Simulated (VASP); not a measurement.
## Na: surface energy and work function by face

Which face of Na is cheapest, and which holds its electrons hardest?

Program: VASP 6.6.1. Level of theory: PBE; plane waves and PAW (Na). Results are calculated unless marked as measured.

## (1) Set-up

It takes space group Im-3m (No. 229, cubic). The conventional cell has a = 4.230 Å, b = 4.230 Å, c = 4.230 Å, α = 90.00°, β = 90.00°, γ = 90.00°. Na has 8 Na at 3.66 Å nearest.

Coordinates:

```cif
data_structure
_symmetry_space_group_name_H-M 'Im-3m'
_symmetry_Int_Tables_number 229
_cell_length_a 4.2300
_cell_length_b 4.2300
_cell_length_c 4.2300
_cell_angle_alpha 90.000
_cell_angle_beta 90.000
_cell_angle_gamma 90.000
_cell_volume 75.69
loop_
_atom_site_label
_atom_site_type_symbol
_atom_site_symmetry_multiplicity
_atom_site_Wyckoff_symbol
_atom_site_fract_x
_atom_site_fract_y
_atom_site_fract_z
_atom_site_occupancy
Na1 Na 2 a 0.00000 0.00000 0.00000 1
```

## (2) The bulk reference, job relaxation, k-mesh 13×13×13

The bulk crystal is relaxed first, so that the slabs are cut at this functional's lattice.

The input, INCAR:

```
SYSTEM = Na
PREC = Accurate
ENCUT = 420
EDIFF = 1E-06
NELM = 120
ISMEAR = 1
SIGMA = 0.15
LREAL = .FALSE.
ALGO = Normal
GGA = PE
NBANDS = 6
LORBIT = 11
LWAVE = .FALSE.
LCHARG = .FALSE.
KPAR = 4
LASPH = .TRUE.
IBRION = 2
NSW = 30
ISIF = 3
EDIFFG = -0.01
POTIM = 0.4
```

The input, POSCAR:

```
Na
1.0
   -2.1150000000      2.1150000000      2.1150000000
    2.1150000000     -2.1150000000      2.1150000000
    2.1150000000      2.1150000000     -2.1150000000
Na
1
Direct
    0.0000000000      0.0000000000      0.0000000000
```

The input, KPOINTS:

```
Automatic mesh
0
Gamma
13 13 13
0 0 0
```

PAW data sets: Na (PBE family, release 64).

Command:

```console
mpirun -np 4 vasp_std
```

The log of the run:

```text
[banner, memory and clock lines left out]
running    4 mpi-ranks, on    1 nodes
 distrk:  each k-point on    1 cores,    4 groups
 distr:  one band on    1 cores,    1 groups

 POSCAR found type information on POSCAR Na
 POSCAR found :  1 types and       1 ions
 LDA part: xc-table for (Slater+PW92), standard interpolation
 POSCAR, INCAR and KPOINTS ok, starting setup
 FFT: planning ... GRIDC
 FFT: planning ... GRID_SOFT
 FFT: planning ... GRID
 WAVECAR not read
 entering main loop
       N       E                     dE             d eps       ncg     rms          rms(c)
DAV:   1    -0.110067904690E+01   -0.11007E+01   -0.11266E+02  1008   0.409E+01
DAV:   2    -0.130462141682E+01   -0.20394E+00   -0.18949E+00  1344   0.453E+00
DAV:   3    -0.130576769652E+01   -0.11463E-02   -0.11419E-02  1326   0.386E-01
DAV:   4    -0.130577168494E+01   -0.39884E-05   -0.39884E-05  1350   0.182E-02
DAV:   5    -0.130577170873E+01   -0.23787E-07   -0.23866E-07  1404   0.106E-03    0.206E-01
DAV:   6    -0.130576912499E+01    0.25837E-05   -0.50455E-05  1110   0.352E-02    0.138E-01
DAV:   7    -0.130556559718E+01    0.20353E-03   -0.13405E-04  1074   0.638E-02    0.809E-03
DAV:   8    -0.130556167024E+01    0.39269E-05   -0.14149E-06  1302   0.442E-03    0.182E-03
DAV:   9    -0.130556146721E+01    0.20303E-06   -0.18600E-07  1212   0.167E-03
   1 F= -.13055615E+01 E0= -.13054437E+01  d E =-.130556E+01
 curvature:   0.00 expect dE= 0.000E+00 dE for cont linesearch  0.000E+00
 trial: gam= 0.00000 g(F)=  0.429E-66 g(S)=  0.249E-03 ort = 0.000E+00 (trialstep = 0.100E+01)
 search vector abs. value=  0.249E-03
 bond charge predicted
       N       E                     dE             d eps       ncg     rms          rms(c)
DAV:   1    -0.130578546825E+01   -0.22380E-03   -0.13013E-04  1122   0.365E-02    0.220E-03
DAV:   2    -0.130578582964E+01   -0.36139E-06   -0.23306E-06  1254   0.561E-03
   2 F= -.13057858E+01 E0= -.13056685E+01  d E =-.224362E-03
 ZBRENT: can't locate minimum, use default step
 trial-energy change:   -0.000224  1 .order   -0.000224   -0.000249   -0.000200
 step:   4.0000(harm=  5.0645)  dis= 0.00000  next Energy=    -1.306192 (dE=-0.630E-03)
 bond charge predicted
       N       E                     dE             d eps       ncg     rms          rms(c)
DAV:   1    -0.130615314880E+01   -0.36768E-03   -0.11888E-03  1116   0.111E-01    0.661E-03
DAV:   2    -0.130615531263E+01   -0.21638E-05   -0.20587E-05  1254   0.167E-02    0.407E-03
DAV:   3    -0.130615598007E+01   -0.66744E-06   -0.27189E-07  1104   0.220E-03
   3 F= -.13061560E+01 E0= -.13060395E+01  d E =-.594513E-03
 curvature:  -2.36 expect dE=-0.200E-04 dE for cont linesearch -0.200E-04
 trial: gam=-0.15043 g(F)=  0.000E+00 g(S)=  0.847E-05 ort = 0.459E-04 (trialstep = 0.160E+01)
 search vector abs. value=  0.288E-06
 reached required accuracy - stopping structural energy minimisation
```

Wall time 4.8 s (4 MPI ranks of Intel Xeon Platinum 8259CL at 2.50GHz (Skylake/Cascade Lake), shared host); peak memory 0.5 GiB; 16 s of CPU time.

The logs omit lines about the potential files and the build; timing stands in the text.

From OUTCAR (step 2):

```text
ion  position               nearest neighbor table
   1  0.000  0.000  0.000-

  LATTYP: Found a body centered cubic cell.
 ALAT       =     4.2300000000

 Subroutine GETGRP returns: Found 48 space group operations
 (whereof 48 operations were pure point group operations)

The static configuration has the point symmetry O_h .

 Found     84 irreducible k-points:

   k-points           NKPTS =     84   k-points in BZ     NKDIM =     84   number of bands    NBANDS=      6

   dimension x,y,z NGX =    24 NGY =   24 NGZ =   24
   dimension x,y,z NGXF=    48 NGYF=   48 NGZF=   48

   ENCUT  =  420.0 eV  30.87 Ry    5.56 a.u.   6.12  6.12  6.12*2*pi/ulx,y,z

   NELECT =       1.0000    total number of electrons

 k-points in reciprocal lattice and weights: Automatic mesh
   0.00000000  0.00000000  0.00000000       0.000
   0.07692308  0.00000000  0.00000000       0.005
   0.15384615  0.00000000  0.00000000       0.005
   0.23076923  0.00000000  0.00000000       0.005
   0.30769231  0.00000000  0.00000000       0.005
   0.38461538  0.00000000  0.00000000       0.005
   0.46153846  0.00000000  0.00000000       0.005
   0.07692308  0.07692308  0.00000000       0.011
   0.15384615  0.07692308  0.00000000       0.022
[...]
-0.46153846 -0.46153846  0.38461538       0.004
  -0.46153846  0.46153846  0.46153846       0.003

 average (electrostatic) potential at core
       1 -43.8794

 E-fermi :   0.6091

 k-point     1 :       0.0000    0.0000    0.0000
  band No.  band energies     occupation
      1      -2.6988      2.00000
      2      12.3191      0.00000
      3      12.3191      0.00000
      4      12.3191      0.00000
      5      13.3190      0.00000
      6      13.3190      0.00000

 k-point     2 :       0.0769    0.0000    0.0000
  band No.  band energies     occupation
      1      -2.5953      2.00000
      2      10.9361      0.00000
      3      11.6742      0.00000
      4      11.8052      0.00000
      5      12.4216      0.00000
      6      12.7328      0.00000

 k-point     3 :       0.1538    0.0000    0.0000
  band No.  band energies     occupation
      1      -2.2855      2.00000
      2       8.9373      0.00000
      3      10.7663      0.00000
      4      11.0949      0.00000
      5      11.5403      0.00000
      6      12.3211      0.00000

  Total       -0.0085525     -0.0085525     -0.0085525      0.0000000      0.0000000      0.0000000
  in kB       -0.3699753     -0.3699753     -0.3699753      0.0000000      0.0000000      0.0000000
  external PRESSURE =      -0.3699753 kB  Pullay stress =       0.0000000 kB

  energy-cutoff  :      420.00
  volume of cell :       37.04
      direct lattice vectors                 reciprocal lattice vectors
    -2.099860441  2.099860441  2.099860441     0.000000000  0.238111062  0.238111062
     2.099860441 -2.099860441  2.099860441     0.238111062  0.000000000  0.238111062
     2.099860441  2.099860441 -2.099860441     0.238111062  0.238111062  0.000000000

 POSITION                                       TOTAL-FORCE (eV/Angst)
 -----------------------------------------------------------------------------------
      0.00000      0.00000      0.00000         0.000000      0.000000      0.000000
 -----------------------------------------------------------------------------------
    total drift:                                0.000000      0.000000      0.000000

  FREE ENERGIE OF THE ION-ELECTRON SYSTEM (eV)
  ---------------------------------------------------
  free  energy   TOTEN  =        -1.3061559801 eV

  energy  without entropy=       -1.3058066274  energy(sigma->0) =       -1.30603953

 reached required accuracy - stopping structural energy minimisation

 total charge
# of ion       s       p       d       tot
------------------------------------------
    1        0.098   0.026   0.000   0.123

[... 3 further parts left out ...]
```

CONTCAR:

```
Na
   1.00000000000000
    -2.0998604412556108    2.0998604412556108    2.0998604412556108
     2.0998604412556108   -2.0998604412556108    2.0998604412556108
     2.0998604412556108    2.0998604412556108   -2.0998604412556108
  Na
     1
Direct
     0.0000000000000000    0.0000000000000000    0.0000000000000000
```

This run has no spin polarisation. Its electron count is odd, so without a moment it is a metal by construction. The data set Na keeps the semicore shell frozen, which is cheaper and a little less accurate. The run keeps the 48 symmetry operations of its start, so it cannot find a distortion of lower symmetry.

The steps of the relaxation:

| step | energy less that of the first step (eV) | largest force (eV/Å) | pressure (GPa) | volume (Å³) |
| --- | --- | --- | --- | --- |
| 1 | 0.0000 | 0.0000 | -0.20 | 37.84 |
| 2 | -0.0002 | 0.0000 | -0.16 | 37.64 |
| 3 | -0.0006 | 0.0000 | -0.04 | 37.04 |

| conventional cell, symmetrised | before | after | change |
| --- | --- | --- | --- |
| a (Å) | 4.230 | 4.200 | -0.7 % |
| b (Å) | 4.230 | 4.200 | -0.7 % |
| c (Å) | 4.230 | 4.200 | -0.7 % |
| volume (Å³/atom) | 37.84 | 37.04 | -2.1 % |

The relaxed structure:

```
Na
1.0
    -2.09986    2.09986    2.09986
     2.09986   -2.09986    2.09986
     2.09986    2.09986   -2.09986
Na
1
Direct
  0.00000 0.00000 0.00000
```

This step gave:

```yaml
electronic_cycles: 14
electrons: 1
free_energy_toten: -1.306 eV
energy_at_zero_smearing: -1.306 eV
fermi_energy: 0.6091 eV
metallic: yes
```

The run ended after 3 ionic steps, 0.001 eV below its first step, once forces and stress met EDIFFG = -0.01.

Energy at zero smearing: -1.30604 eV.

## (3) The bulk reference, job self-consistent run, k-mesh 16×16×16

The input, INCAR:

```
SYSTEM = Na
PREC = Normal
ENCUT = 320
EDIFF = 1E-06
NELM = 120
ISMEAR = 1
SIGMA = 0.15
LREAL = .FALSE.
ALGO = Fast
GGA = PE
NBANDS = 6
LORBIT = 11
LWAVE = .FALSE.
LCHARG = .FALSE.
KPAR = 4
LASPH = .TRUE.
```

The input, POSCAR:

```
Na
1.0
   -2.0998604413      2.0998604413      2.0998604413
    2.0998604413     -2.0998604413      2.0998604413
    2.0998604413      2.0998604413     -2.0998604413
Na
1
Direct
    0.0000000000      0.0000000000      0.0000000000
```

The input, KPOINTS:

```
Automatic mesh
0
Gamma
16 16 16
0 0 0
```

Command:

```console
mpirun -np 4 vasp_std
```

The log of the run:

```text
[... set-up lines as in an earlier step ...]
 entering main loop
       N       E                     dE             d eps       ncg     rms          rms(c)
DAV:   1    -0.110844627637E+01   -0.11084E+01   -0.91849E+01  1740   0.297E+01
DAV:   2    -0.130677667120E+01   -0.19833E+00   -0.18618E+00  2370   0.443E+00
DAV:   3    -0.130798182436E+01   -0.12052E-02   -0.12041E-02  2166   0.382E-01
DAV:   4    -0.130798989948E+01   -0.80751E-05   -0.80751E-05  2436   0.212E-02
DAV:   5    -0.130798991250E+01   -0.13020E-07   -0.13042E-07  2196   0.743E-04    0.207E-01
RMM:   6    -0.130793746741E+01    0.52445E-04   -0.39670E-05  1745   0.307E-02    0.139E-01
RMM:   7    -0.130770577697E+01    0.23169E-03   -0.10720E-04  1774   0.557E-02    0.786E-03
RMM:   8    -0.130770105039E+01    0.47266E-05   -0.87197E-07  1802   0.397E-03    0.190E-03
RMM:   9    -0.130770070476E+01    0.34563E-06   -0.48246E-07  1875   0.315E-03
   1 F= -.13077007E+01 E0= -.13076606E+01  d E =-.120199E-03
```

Elapsed: 2.4 s, on 4 MPI ranks; peak memory 0.43 GiB; 7.1 s of CPU time.

Parts of OUTCAR (step 3):

```text
  LATTYP: Found a body centered cubic cell.
 ALAT       =     4.1997208826

The static configuration has the point symmetry O_h .

 Found    145 irreducible k-points:

   k-points           NKPTS =    145   k-points in BZ     NKDIM =    145   number of bands    NBANDS=      6

   dimension x,y,z NGX =    16 NGY =   16 NGZ =   16
   dimension x,y,z NGXF=    32 NGYF=   32 NGZF=   32

   ENCUT  =  320.0 eV  23.52 Ry    4.85 a.u.   5.30  5.30  5.30*2*pi/ulx,y,z

   NELECT =       1.0000    total number of electrons

 E-fermi :   0.5765

 k-point     1 :       0.0000    0.0000    0.0000
  band No.  band energies     occupation
      1      -2.6990      2.00000
      2      12.3188      0.00000
      3      12.3188      0.00000
      4      12.3188      0.00000
      5      13.3189      0.00000
      6      13.3189      0.00000

 k-point     2 :       0.0625    0.0000    0.0000
  band No.  band energies     occupation
      1      -2.6306      2.00000
      2      11.3048      0.00000
      3      11.8450      0.00000
      4      11.9401      0.00000
      5      12.6044      0.00000
      6      12.8065      0.00000

  Total       -0.0094419     -0.0094419     -0.0094419     -0.0000000      0.0000000     -0.0000000
  in kB       -0.4084482     -0.4084482     -0.4084482     -0.0000000      0.0000000     -0.0000000
  external PRESSURE =      -0.4084482 kB  Pullay stress =       0.0000000 kB

  energy-cutoff  :      320.00
  volume of cell :       37.04
      direct lattice vectors                 reciprocal lattice vectors
    -2.099860441  2.099860441  2.099860441     0.000000000  0.238111062  0.238111062
     2.099860441 -2.099860441  2.099860441     0.238111062  0.000000000  0.238111062
     2.099860441  2.099860441 -2.099860441     0.238111062  0.238111062  0.000000000

  FREE ENERGIE OF THE ION-ELECTRON SYSTEM (eV)
  ---------------------------------------------------
  free  energy   TOTEN  =        -1.3077007048 eV

  energy  without entropy=       -1.3075805060  energy(sigma->0) =       -1.30766064

[... 4 parts as in an earlier step ...]

[... 6 further parts left out ...]
```

Numbers from this step:

```yaml
electronic_cycles: 9
free_energy_toten: -1.308 eV
fermi_energy: 0.5765 eV
```

Energy at zero smearing: -1.30766 eV.

The run ends at a pressure of -0.04 GPa.

[end of part 1 of 4]

[Lines on the potential files, build, host, timing and source positions are cut from VASP's logs without a mark.]

[Logs are printed without paths, hosts, clocks, repeated set-up lines and the standing remarks that a program may print on its own settings, such as how far it seeks lower states.]

[Hosts, paths, dates, database ids (printed as entryN), source tags and the programs' standing remarks are cut or masked in the printed files.]

[Runs that stopped without an error message from VASP are left out.]
